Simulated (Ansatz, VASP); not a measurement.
# Zr2CO2 (Zr2CO2 MXene, 4 layers): VASP beside Ansatz

One calculation is typed for both programs; each brings its own data sets. How far apart do they land? The cell is taken from a series of runs on this material, whose earlier steps may have relaxed, scaled, displaced or heated it; both programs get it as it stands.

Calculated with Ansatz 0.2.0; plane waves, with VASP 6.6.1 beside it; single point at PBE with D4.

## Step 1: The structure

The cell holds 80 atoms: 16 C, 32 Zr and 32 O. Its edges and angles: a = 6.752 Å, b = 6.752 Å, c = 40.780 Å, α = 90.0°, β = 90.0°, γ = 120.0°. It derives from Zr2CO2 (Zr2CO2 MXene). As first built, before any earlier steps moved the atoms (in the runner's words): 4 layers of Zr2CO2 MXene (a = 3.31 A), 2 x 2 cells, biaxial strain +2 %, every second layer slid by 0.667 of a1 + 2 a2; facing atoms 2.84, 2.72, 2.82 A apart;. Vacuum lies along c.

## Step 2: Ansatz: single point, PBE with D4

Ansatz runs on its default PAW (the set named soft_2) files.

With cell and atoms fixed, the geometry can't cause a difference; cores, projectors, grids and the points listed under the comparison can.

Input file input.yaml:

```yaml
crystal:
  lattice:
    - [6.7524, 0.0, 0.0]
    - [-3.3762, 5.84775, 0.0]
    - [0.0, 0.0, 40.78]
  atoms:
    - { symbol: C, position: [0.00404, 0.00017, 0.22835] }
    - { symbol: Zr, position: [0.16704, 0.33497, 0.26193] }
    - { symbol: Zr, position: [0.33202, 0.1635, 0.19448] }
    - { symbol: O, position: [0.33551, 0.16654, 0.28419] }
    - { symbol: O, position: [0.16881, 0.33586, 0.17151] }
    - { symbol: C, position: [0.00351, 0.50165, 0.2282] }
    - { symbol: Zr, position: [0.16715, 0.83519, 0.26144] }
    - { symbol: Zr, position: [0.33121, 0.66489, 0.19415] }
    - { symbol: O, position: [0.33593, 0.66698, 0.28433] }
    - { symbol: O, position: [0.16337, 0.83428, 0.17136] }
    - { symbol: C, position: [0.49751, 0.99558, 0.2283] }
    - { symbol: Zr, position: [0.6677, 0.33459, 0.26154] }
    - { symbol: Zr, position: [0.83174, 0.16714, 0.19407] }
    - { symbol: O, position: [0.83438, 0.1682, 0.28441] }
    - { symbol: O, position: [0.66602, 0.33446, 0.17153] }
    - { symbol: C, position: [0.49717, 0.49893, 0.22794] }
    - { symbol: Zr, position: [0.66697, 0.83423, 0.26152] }
    - { symbol: Zr, position: [0.83586, 0.66864, 0.19466] }
    - { symbol: O, position: [0.83563, 0.66683, 0.28463] }
    - { symbol: O, position: [0.66606, 0.83417, 0.17211] }
    - { symbol: C, position: [0.33265, 0.66773, 0.41044] }
    - { symbol: Zr, position: [0.49988, 0.99876, 0.44427] }
    - { symbol: Zr, position: [0.67165, 0.83542, 0.37657] }
    - { symbol: O, position: [0.66443, 0.83195, 0.46665] }
    - { symbol: O, position: [0.50154, 0.00099, 0.35418] }
    - { symbol: C, position: [0.33578, 0.16983, 0.41034] }
    - { symbol: Zr, position: [0.50153, 0.50162, 0.44432] }
    - { symbol: Zr, position: [0.66572, 0.33337, 0.37668] }
    - { symbol: O, position: [0.66712, 0.33494, 0.4668] }
    - { symbol: O, position: [0.49876, 0.49816, 0.35355] }
    - { symbol: C, position: [0.83443, 0.66791, 0.41046] }
    - { symbol: Zr, position: [0.99855, 0.99784, 0.44395] }
    - { symbol: Zr, position: [0.16897, 0.83239, 0.37638] }
    - { symbol: O, position: [0.16806, 0.83632, 0.46664] }
    - { symbol: O, position: [0.99856, 0.99933, 0.35389] }
    - { symbol: C, position: [0.83298, 0.16681, 0.4104] }
    - { symbol: Zr, position: [0.00017, 0.50078, 0.44408] }
    - { symbol: Zr, position: [0.16634, 0.33438, 0.37694] }
    - { symbol: O, position: [0.16879, 0.33498, 0.46707] }
    - { symbol: O, position: [0.9982, 0.49513, 0.35393] }
    - { symbol: C, position: [0.99981, 0.00213, 0.59003] }
    - { symbol: Zr, position: [0.16633, 0.33536, 0.62304] }
    - { symbol: Zr, position: [0.33231, 0.16612, 0.55683] }
    - { symbol: O, position: [0.3352, 0.16705, 0.64627] }
    - { symbol: O, position: [0.16737, 0.33307, 0.53344] }
    - { symbol: C, position: [0.99978, 0.5004, 0.58992] }
    - { symbol: Zr, position: [0.16479, 0.8338, 0.62335] }
    - { symbol: Zr, position: [0.33586, 0.66663, 0.55621] }
    - { symbol: O, position: [0.33681, 0.66889, 0.64645] }
    - { symbol: O, position: [0.16558, 0.83403, 0.53344] }
    - { symbol: C, position: [0.50258, 0.00105, 0.58997] }
    - { symbol: Zr, position: [0.66503, 0.33369, 0.62305] }
    - { symbol: Zr, position: [0.83208, 0.16468, 0.5566] }
    - { symbol: O, position: [0.83558, 0.16935, 0.64616] }
    - { symbol: O, position: [0.66712, 0.33436, 0.53345] }
    - { symbol: C, position: [0.50152, 0.50295, 0.5899] }
    - { symbol: Zr, position: [0.66344, 0.82998, 0.62355] }
    - { symbol: Zr, position: [0.83071, 0.66557, 0.5564] }
    - { symbol: O, position: [0.83484, 0.66636, 0.64631] }
    - { symbol: O, position: [0.66822, 0.83158, 0.53343] }
    - { symbol: C, position: [0.33411, 0.66956, 0.77226] }
    - { symbol: Zr, position: [0.49879, 0.99873, 0.80531] }
    - { symbol: Zr, position: [0.66941, 0.8373, 0.73857] }
    - { symbol: O, position: [0.6669, 0.83189, 0.82844] }
    - { symbol: O, position: [0.49832, 0.0007, 0.71563] }
    - { symbol: C, position: [0.33389, 0.16478, 0.77171] }
    - { symbol: Zr, position: [0.49991, 0.49874, 0.80581] }
    - { symbol: Zr, position: [0.66691, 0.33419, 0.73901] }
    - { symbol: O, position: [0.67013, 0.33494, 0.82777] }
    - { symbol: O, position: [0.49911, 0.49674, 0.71549] }
    - { symbol: C, position: [0.8345, 0.66858, 0.77208] }
    - { symbol: Zr, position: [0.99941, 0.00287, 0.80525] }
    - { symbol: Zr, position: [0.16523, 0.83284, 0.73818] }
    - { symbol: O, position: [0.16552, 0.83269, 0.82803] }
    - { symbol: O, position: [0.99876, 0.99824, 0.71491] }
    - { symbol: C, position: [0.83578, 0.16634, 0.77168] }
    - { symbol: Zr, position: [0.00114, 0.50102, 0.80599] }
    - { symbol: Zr, position: [0.16966, 0.33593, 0.73823] }
    - { symbol: O, position: [0.1698, 0.33611, 0.82837] }
    - { symbol: O, position: [0.99997, 0.49975, 0.71548] }
kpoints:
  mp_grid: { grid: [2, 2, 1] }
hamiltonian:
  xc: pbe
  dispersion: d4
scf:
  occupations: { method: fixed }
output:
  forces: true
  populations: true
  dos:
    method: { smearing: { sigma: 0.1 } }
    de: 0.1
    projected:
      site_lists:
        C: [C]
        O: [O]
        Zr: [Zr]
        layer_1: [0, 1, 2, 3, 4, 5, 6, 7, 8, 9, 10, 11, 12, 13, 14, 15, 16, 17, 18, 19]
        layer_2: [20, 21, 22, 23, 24, 25, 26, 27, 28, 29, 30, 31, 32, 33, 34, 35, 36, 37, 38, 39]
        layer_3: [40, 41, 42, 43, 44, 45, 46, 47, 48, 49, 50, 51, 52, 53, 54, 55, 56, 57, 58, 59]
        layer_4: [60, 61, 62, 63, 64, 65, 66, 67, 68, 69, 70, 71, 72, 73, 74, 75, 76, 77, 78, 79]
  eigenvalues: true
  write_density: true
  write_potential: true
  volumetric_format: npy
```

On the command line:

```sh
$ ansatz run input.yaml --threads 8 --pin off --max-ram 15872MiB --backend cpu --events-out ev --progress --plain --runs-dir out
```

Numbers of over 12 decimals in the logs are rounded to 6 here.

What it wrote:

```text
Engine: ansatz 0.2.0, aarch64-unknown-linux-gnu
Pseudopotentials: kind: paw
Pseudopotential: C, paw, valence charge 4, recommended cutoff 420 eV (normal), C.paw.azcp
Pseudopotential: Zr, paw, valence charge 12, recommended cutoff 420 eV (normal), Zr.paw.azcp
Pseudopotential: O, paw, valence charge 6, recommended cutoff 420 eV (normal), O.paw.azcp
Functional definition: PBE
  parameter kappa = 0.804
  parameter beta = 0.066725
  exchange = pbe_x(kappa = kappa, mu = beta*pi^2/3)
  correlation = pbe_c(beta = beta)
Crystal: 80 atoms, lattice volume = 1610.253 Å³
Basis set: ecut = 420 eV, 31517 PW (Γ), exchange–correlation on 96×96×576 points (8 copies of the dense FFT grid, shifted against one another)
Bands: 400, of which v1, the nominal top of the filled ones, is band 320 counted from 1 (319 counted from 0)
Symmetry: 1 space group operations
Space group: P1 (ITA 1), of the structure as read, at distance tolerance 1.2e-4 Å
k-points: 4
Non-local potential: C, projectors of the file, l = 0: 2, l = 1: 2, l = 2: 1
Non-local potential: Zr, projectors of the file, l = 0: 3, l = 1: 2, l = 2: 2, l = 3: 2
Non-local potential: O, projectors of the file, l = 0: 2, l = 1: 2, l = 2: 1
PAW form: soft (Blöchl's): semilocal exchange-correlation on the pseudo side does not see the compensation charge
PAW one-centre angular grid: C, 110 points (default); XC on 64 Gauss nodes
PAW one-centre angular grid: Zr, 590 points (default); XC on 64 Gauss nodes
PAW one-centre angular grid: O, 110 points (default); XC on 64 Gauss nodes
Initial density: superposition of atomic densities (neutral atoms: chi_scale 0, normalization atom), corrected by the library's trained network
Initial wavefunctions: pseudopotential atomic-orbital guess
Functional: x = pbe(κ = 0.804, μ = 0.219515), c = pbe(β = 0.066725)
SCF iter   1: F=—  HF=-156164.772754 eV  |F-HF|=—  |Δ(HF+E_count)|=         —  Δρ=5.56e-3  dr2=8.01e-1  ethr=1.77e-3  ⟨swp⟩=4.0  Hψ=5235  notcnv=0  defer=284
preconditioner: auto → Resta (q_TF=auto, 2.339 Å⁻¹)  ε∞=4.9  [insulator: Δε(μ)=1.064 eV  Ē_g=9.203 eV  n_scr=384 (ndim 8)  ℏωp=18.1 eV  f_vac=0.318  ε∞_Penn≈4.9  vacuum switching on, ρ_ref=6.1e-3 e/Å³]
SCF iter   2: F=—  HF=-156164.654363 eV  |F-HF|=—  |Δ(HF+E_count)|=   1.18e-1  Δρ=2.27e-3  dr2=7.49e-2  ethr=1.25e-4  ⟨swp⟩=2.0  Hψ=2490  notcnv=0  defer=310
SCF iter   3: F=—  HF=-156164.648152 eV  |F-HF|=—  |Δ(HF+E_count)|=   6.21e-3  Δρ=1.19e-3  dr2=2.79e-2  ethr=1.17e-5  ⟨swp⟩=2.2  Hψ=2085  notcnv=0  defer=312
SCF iter   4: F=—  HF=-156164.650906 eV  |F-HF|=—  |Δ(HF+E_count)|=   2.75e-3  Δρ=1.03e-3  dr2=2.93e-2  ethr=4.36e-6  ⟨swp⟩=2.2  Hψ=2099  notcnv=0  defer=312
SCF iter   5: F=—  HF=-156164.647921 eV  |F-HF|=—  |Δ(HF+E_count)|=   2.99e-3  Δρ=1.72e-4  dr2=5.68e-4  ethr=4.36e-6  ⟨swp⟩=2.0  Hψ=2091  notcnv=0  defer=300
SCF iter   6: F=—  HF=-156164.648072 eV  |F-HF|=—  |Δ(HF+E_count)|=   1.50e-4  Δρ=1.63e-4  dr2=5.74e-4  ethr=8.87e-8  ⟨swp⟩=3.0  Hψ=2712  notcnv=0  defer=284
SCF iter   7: F=—  HF=-156164.648007 eV  |F-HF|=—  |Δ(HF+E_count)|=   6.50e-5  Δρ=5.36e-5  dr2=8.10e-5  ethr=8.87e-8  ⟨swp⟩=2.0  Hψ=2084  notcnv=0  defer=284
SCF iter   8: F=—  HF=-156164.647758 eV  |F-HF|=—  |Δ(HF+E_count)|=   2.49e-4  Δρ=1.55e-5  dr2=7.79e-6  ethr=1.27e-8  ⟨swp⟩=2.0  Hψ=2300  notcnv=0  defer=284
SCF iter   9: F=—  HF=-156164.647759 eV  |F-HF|=—  |Δ(HF+E_count)|=   9.66e-7  Δρ=1.55e-5  dr2=6.78e-6  ethr=1.22e-9  ⟨swp⟩=2.2  Hψ=2091  notcnv=0  defer=284
SCF iter  10: F=—  HF=-156164.647758 eV  |F-HF|=—  |Δ(HF+E_count)|=   7.32e-7  Δρ=4.84e-6  dr2=6.37e-7  ethr=1.06e-9  ⟨swp⟩=2.0  Hψ=1971  notcnv=0  defer=284
SCF iter  11: F=—  HF=-156164.647758 eV  |F-HF|=—  |Δ(HF+E_count)|=   8.25e-8  Δρ=1.98e-6  dr2=1.44e-7  ethr=9.96e-11  ⟨swp⟩=3.0  Hψ=2256  notcnv=0  defer=284
SCF iter  12: F=-156164.647758 eV  HF=-156164.647758 eV  |F-HF|=7.97e-9  |Δ(HF+E_count)|=   8.82e-9  Δρ=7.57e-7  dr2=1.62e-8  ethr=1.56e-11  ⟨swp⟩=19.8  Hψ=13820  notcnv=0
SCF 1 converged in 12 iterations: F = -156164.647758 eV  dr2 = 1.62e-8
  greatest PAW one-centre occupation: 0.995 electrons in one spin orbital (limit 2), on the Zr atom at site 57 (counted from 0), in its partial waves of l = 0
[...]
k-point 3: bands = [... 316 lower, 5.1500, 5.1714, 5.2329, 5.2387, 7.2339, 7.2398, 7.2647, 7.2819, ... 76 higher]
--- Löwdin populations: 80 sites ---
  site symbol       q [e]
     0      C      4.9253
     1     Zr     10.8016
     2     Zr     10.8014
     3      O      6.6491
     4      O      6.6557
     5      C      4.9265
     6     Zr     10.8151
     7     Zr     10.7980
     8      O      6.6499
     9      O      6.6523
    10      C      4.9251
    11     Zr     10.8046
    12     Zr     10.7890
    13      O      6.6497
    14      O      6.6565
    15      C      4.9255
    16     Zr     10.8061
    17     Zr     10.8020
    18      O      6.6537
    19      O      6.6534
    20      C      4.9224
    21     Zr     10.8115
    22     Zr     10.8039
    23      O      6.6405
[...]
72     Zr     10.8037
    73      O      6.6528
    74      O      6.6523
    75      C      4.9258
    76     Zr     10.7928
    77     Zr     10.8015
    78      O      6.6523
    79      O      6.6495
  spilling = 0.004095 (of n_electrons = 640.000000)
```

## Step 3: VASP: single point, PBE with D4

The same cell, functional and mesh now go to VASP, with its own data sets.

Lines of VASP's logs that name or quote its potential files are left out, and so is its time.

Input file INCAR:

```
SYSTEM = Zr2CO2
PREC = Accurate
ENCUT = 520
EDIFF = 1E-06
NELM = 120
ISMEAR = 0
SIGMA = 0.01
LREAL = Auto
ALGO = Normal
GGA = PE
IVDW = 13
NBANDS = 376
LASPH = .TRUE.
LORBIT = 11
LWAVE = .FALSE.
LCHARG = .FALSE.
ISIF = 2
GGA_COMPAT = .FALSE.
EFERMI = MIDGAP
KPAR = 4
```

Input file POSCAR:

```
Zr2CO2
1.0
    6.7524000000      0.0000000000      0.0000000000
   -3.3762000000      5.8477500000      0.0000000000
    0.0000000000      0.0000000000     40.7800000000
C Zr O
16 32 32
Direct
    0.0040400000      0.0001700000      0.2283500000
    0.0035100000      0.5016500000      0.2282000000
    0.4975100000      0.9955800000      0.2283000000
    0.4971700000      0.4989300000      0.2279400000
    0.3326500000      0.6677300000      0.4104400000
    0.3357800000      0.1698300000      0.4103400000
    0.8344300000      0.6679100000      0.4104600000
    0.8329800000      0.1668100000      0.4104000000
    0.9998100000      0.0021300000      0.5900300000
    0.9997800000      0.5004000000      0.5899200000
    0.5025800000      0.0010500000      0.5899700000
    0.5015200000      0.5029500000      0.5899000000
    0.3341100000      0.6695600000      0.7722600000
    0.3338900000      0.1647800000      0.7717100000
    0.8345000000      0.6685800000      0.7720800000
    0.8357800000      0.1663400000      0.7716800000
    0.1670400000      0.3349700000      0.2619300000
    0.3320200000      0.1635000000      0.1944800000
    0.1671500000      0.8351900000      0.2614400000
    0.3312100000      0.6648900000      0.1941500000
    0.6677000000      0.3345900000      0.2615400000
    0.8317400000      0.1671400000      0.1940700000
    0.6669700000      0.8342300000      0.2615200000
    0.8358600000      0.6686400000      0.1946600000
    0.4998800000      0.9987600000      0.4442700000
    0.6716500000      0.8354200000      0.3765700000
    0.5015300000      0.5016200000      0.4443200000
    0.6657200000      0.3333700000      0.3766800000
    0.9985500000      0.9978400000      0.4439500000
    0.1689700000      0.8323900000      0.3763800000
    0.0001700000      0.5007800000      0.4440800000
    0.1663400000      0.3343800000      0.3769400000
    0.1663300000      0.3353600000      0.6230400000
    0.3323100000      0.1661200000      0.5568300000
    0.1647900000      0.8338000000      0.6233500000
    0.3358600000      0.6666300000      0.5562100000
    0.6650300000      0.3336900000      0.6230500000
    0.8320800000      0.1646800000      0.5566000000
    0.6634400000      0.8299800000      0.6235500000
    0.8307100000      0.6655700000      0.5564000000
    0.4987900000      0.9987300000      0.8053100000
    0.6694100000      0.8373000000      0.7385700000
    0.4999100000      0.4987400000      0.8058100000
    0.6669100000      0.3341900000      0.7390100000
    0.9994100000      0.0028700000      0.8052500000
    0.1652300000      0.8328400000      0.7381800000
    0.0011400000      0.5010200000      0.8059900000
    0.1696600000      0.3359300000      0.7382300000
    0.3355100000      0.1665400000      0.2841900000
    0.1688100000      0.3358600000      0.1715100000
    0.3359300000      0.6669800000      0.2843300000
    0.1633700000      0.8342800000      0.1713600000
    0.8343800000      0.1682000000      0.2844100000
    0.6660200000      0.3344600000      0.1715300000
    0.8356300000      0.6668300000      0.2846300000
    0.6660600000      0.8341700000      0.1721100000
    0.6644300000      0.8319500000      0.4666500000
    0.5015400000      0.0009900000      0.3541800000
    0.6671200000      0.3349400000      0.4668000000
    0.4987600000      0.4981600000      0.3535500000
    0.1680600000      0.8363200000      0.4666400000
    0.9985600000      0.9993300000      0.3538900000
    0.1687900000      0.3349800000      0.4670700000
    0.9982000000      0.4951300000      0.3539300000
    0.3352000000      0.1670500000      0.6462700000
    0.1673700000      0.3330700000      0.5334400000
    0.3368100000      0.6688900000      0.6464500000
    0.1655800000      0.8340300000      0.5334400000
    0.8355800000      0.1693500000      0.6461600000
    0.6671200000      0.3343600000      0.5334500000
    0.8348400000      0.6663600000      0.6463100000
    0.6682200000      0.8315800000      0.5334300000
    0.6669000000      0.8318900000      0.8284400000
    0.4983200000      0.0007000000      0.7156300000
    0.6701300000      0.3349400000      0.8277700000
    0.4991100000      0.4967400000      0.7154900000
    0.1655200000      0.8326900000      0.8280300000
    0.9987600000      0.9982400000      0.7149100000
    0.1698000000      0.3361100000      0.8283700000
    0.9999700000      0.4997500000      0.7154800000
```

Input file KPOINTS:

```
Automatic mesh
0
Gamma
2 2 1
0 0 0
```

Potentials, in the order of the species: C, Zr_sv and O (PBE family, release 64).

On the command line:

```sh
$ mpirun -np 8 vasp_std
```

What it wrote:

```text
[banner, memory and clock lines left out]
running    8 mpi-ranks, on    1 nodes
[...]
|                                                                             |
|           W    W    AA    RRRRR   N    N  II  N    N   GGGG   !!!           |
|           W    W   A  A   R    R  NN   N  II  NN   N  G    G  !!!           |
|           W    W  A    A  R    R  N N  N  II  N N  N  G       !!!           |
|           W WW W  AAAAAA  RRRRR   N  N N  II  N  N N  G  GGG   !            |
|           WW  WW  A    A  R   R   N   NN  II  N   NN  G    G                |
|           W    W  A    A  R    R  N    N  II  N    N   GGGG   !!!           |
|                                                                             |
|     For optimal performance we recommend to set                             |
|       NCORE = 2 up to number-of-cores-per-socket                            |
|     NCORE specifies how many cores store one orbital (NPAR=cpu/NCORE).      |
|     This setting can greatly improve the performance of VASP for DFT.       |
|     The default, NCORE=1 might be grossly inefficient on modern             |
|     multi-core architectures or massively parallel machines. Do your        |
|     Unfortunately you need to use the default for GW and RPA                |
|     calculations (for HF NCORE is supported but not extensively tested      |
|     yet).                                                                   |
|                                                                             |

 LDA part: xc-table for (Slater+PW92), standard interpolation
 POSCAR, INCAR and KPOINTS ok, starting setup
[...]
entering main loop
       N       E                     dE             d eps       ncg     rms          rms(c)
DAV:   1     0.722419458958E+04    0.72242E+04   -0.33650E+05  3072   0.163E+03
DAV:   2    -0.587184823634E+02   -0.72829E+04   -0.70584E+04  3536   0.480E+02
DAV:   3    -0.828813590627E+03   -0.77010E+03   -0.76195E+03  3920   0.141E+02
DAV:   4    -0.903837469135E+03   -0.75024E+02   -0.74937E+02  5040   0.368E+01
[...]
DAV:  25    -0.754201236743E+03   -0.61216E-05   -0.22689E-07  1888   0.579E-04    0.261E-04
DAV:  26    -0.754201239382E+03   -0.26392E-05   -0.12965E-07  1816   0.386E-04    0.149E-04
DAV:  27    -0.754201240107E+03   -0.72490E-06   -0.31397E-08  1824   0.277E-04
   1 F= -.76811954E+03 E0= -.76811954E+03  d E =0.000000E+00
```

OUTCAR, selected parts (step 3):

```text
  FREE ENERGIE OF THE ION-ELECTRON SYSTEM (eV)
  ---------------------------------------------------
  free  energy   TOTEN  =      -768.1195414099 eV

  energy  without entropy=     -768.1195414099  energy(sigma->0) =     -768.11954141
```

## Step 4: Differences

Known differences besides the potentials themselves: fixed occupations in Ansatz, narrow Gaussian smearing in VASP; the cutoff is 420 eV in Ansatz and 520 eV in VASP (PREC = Accurate, projectors in real space). Total energies have different zeros and are not compared.

Compared:

```csv
quantity,Ansatz,VASP,difference
gap on the k mesh (eV),0.844,0.842,+0.002
```

Forces on 10 of the 80 atoms, those with the largest forces and the largest differences (eV/Å; atoms numbered as in POSCAR):

```csv
atom,"Ansatz x, y, z","VASP x, y, z"
Zr33,"-0.206, -0.226, 1.143","-0.205, -0.226, 1.141"
Zr34,"-0.031, -0.160, -1.130","-0.029, -0.160, -1.127"
Zr37,"0.307, -0.152, 1.192","0.308, -0.152, 1.189"
Zr39,"0.075, 0.415, 1.008","0.078, 0.419, 1.006"
Zr44,"-0.052, 0.000, -1.177","-0.050, 0.000, -1.175"
O65,"-0.089, 0.018, -0.795","-0.090, 0.016, -0.770"
O66,"0.043, 0.061, 1.044","0.045, 0.062, 1.025"
O67,"-0.129, -0.053, -0.751","-0.135, -0.056, -0.728"
O68,"0.130, 0.025, 1.066","0.128, 0.025, 1.047"
O71,"-0.084, 0.056, -0.740","-0.085, 0.056, -0.716"
```

The forces differ by 7.6 meV/Å r.m.s., which is 1.8 % of the r.m.s. force of 0.412 eV/Å (both taken over all components). A gap on the mesh is an upper bound, since the band edges may lie between its points. With vacuum in the cell, a pressure given here is an average over mostly empty space and none of the material.

## Step 5: Outcome

```json
{
 "r.m.s. force difference (single point, PBE with D4)": "1.8 % of the r.m.s. force"
}
```

In words: The r.m.s. force difference is 1.8 % of the r.m.s. force (single point, PBE with D4), within the 3 % picked in this series as the mark of a large difference. Such differences can come from data sets, numerical settings and the points named under the comparisons, not from the functional's error against experiment.

[Lines on the potential files, build, host, timing and source positions are cut from VASP's logs without a mark.]

[Logs are printed without paths, hosts, clocks, repeated set-up lines and the standing remarks that a program may print on its own settings, such as how far it seeks lower states.]

[Hosts, paths, dates, database ids (printed as entryN), source tags and the programs' standing remarks are cut or masked in the printed files.]
